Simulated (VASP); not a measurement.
Consider the following.

```
TiO2
1.0
   -1.89872     1.89872     4.78733
    1.89872    -1.89872     4.78733
    1.89872     1.89872    -4.78733
Ti O
2 4
Direct
  0.75000   0.25000   0.50000
  0.00000   0.00000   0.00000
  0.54180   0.04180   0.50000
  0.79180   0.79180   0.00000
  0.20820   0.20820   0.00000
  0.95820   0.45820   0.50000
```

These are rev-vdW-DF2, VASP's PBE PAW potentials (set 64) (plane waves; VASP) values and carry that method's errors. Settings: 520 eV cut-off, 9×9×9 Γ-centred mesh, tetrahedra with Blöchl corrections, potentials Ti_sv O.

The cores are frozen, which limits the accuracy of field gradients.

Q: Give the principal components of the electric field gradient (V/Å²) and the asymmetry η at each nucleus.

A: 
```csv
atom,Vxx,Vyy,Vzz,η
Ti1,-5.7,-5.7,11.4,0.00
Ti2,-5.7,-5.7,11.4,0.00
O3,-9.5,-5.2,14.8,0.29
O4,-9.5,-5.2,14.8,0.29
O5,-9.5,-5.2,14.8,0.29
O6,-9.5,-5.2,14.8,0.29
```

The compound is TiO2 in the anatase structure, one of several forms; rutile is the usual stable one. It was relaxed first.
